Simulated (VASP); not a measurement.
Consider the following.

```
CELL_PARAMETERS angstrom
      3.07292     0.00000     0.00000
     -1.53646     2.66122     0.00000
      0.00000     0.00000     4.98917
ATOMIC_POSITIONS crystal
  Se 0.33333 0.66667 0.25000
  Se 0.66667 0.33333 0.75000
```

These are r2SCAN meta-GGA, VASP's PBE PAW potentials (set 64) (plane waves; VASP 6.6.1) values and carry that method's errors. Run with 400 eV cut-off, 9×9×5 Γ-centred mesh, Gaussian smearing of 0.050 eV, potentials Se.

Energy and stress use the plane-wave basis of the starting cell.

Problem. The ions, cell shape and volume are relaxed. Give the cell that the relaxation ends in.

Solution. 
```
CELL_PARAMETERS angstrom
      3.66556     0.00000     0.00000
     -1.83278     3.17447     0.00000
      0.00000     0.00000     3.80779
ATOMIC_POSITIONS crystal
  Se 0.33333 0.66667 0.25000
  Se 0.66667 0.33333 0.75000
```
Space group P6_3/mmc (194), at a tolerance of 0.03 Å.

Problem. How do energy and volume change from the first to the last step?

Solution. The energy (σ→0) changes by -421.9 meV/atom and the volume by +8.6 %, in 22 ionic steps.

The structure was generated: Se was put into the hcp type (P6_3/mmc), which need not be its known phase. This run relaxes it. Symmetry was kept, so distortions that lower it aren't found. The k-mesh is coarse (spacing up to 0.33 per Å, 2π included), so the numbers may not be converged in it.
